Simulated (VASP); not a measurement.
Input:

```
CELL_PARAMETERS angstrom
      2.01269     1.16203     6.45295
     -2.01269     1.16203     6.45295
      0.00000    -2.32405     6.45295
ATOMIC_POSITIONS crystal
  Cs 0.25515 0.25515 0.25515
  Cs 0.74485 0.74485 0.74485
  O  0.00000 0.00000 0.00000
```

Computed with LDA (Ceperley-Alder, Perdew-Zunger), VASP's LDA PAW potentials (set 64) (plane waves; VASP 6.6.1). Numerical set-up: 520 eV cut-off, Gaussian smearing of 0.050 eV, potentials Cs_sv O.

Unless said otherwise, spin-orbit coupling is left out, though it shifts the bands of the heavy elements here.

Task: Give the energies of bands 10 to 15 at the high-symmetry points, in eV from the valence-band maximum.

Result: 
| band | Γ | T | H2 | L | S0 | F |
|---|---|---|---|---|---|---|
| 10 | -1.01 | -1.07 | -0.49 | -0.67 | -0.43 | -0.71 |
| 11 | -0.66 | -0.64 | -0.17 | -0.28 | -0.23 | -0.40 |
| 12 | -0.66 | -0.64 | -0.16 | 0.00 | -0.14 | -0.20 |
| 13 | 1.29 | 2.68 | 3.29 | 3.16 | 3.25 | 2.28 |
| 14 | 3.71 | 3.07 | 3.38 | 3.30 | 3.41 | 2.64 |
| 15 | 5.22 | 4.67 | 3.75 | 4.08 | 3.87 | 3.45 |

The gap is indirect, 1.29 eV, from the valence maximum at L to the conduction minimum at Γ.

The structure comes from a computed database's Cs2O entry (R-3m); how it stands against other phases isn't given here. It was relaxed first, which changed the volume by -11 %.
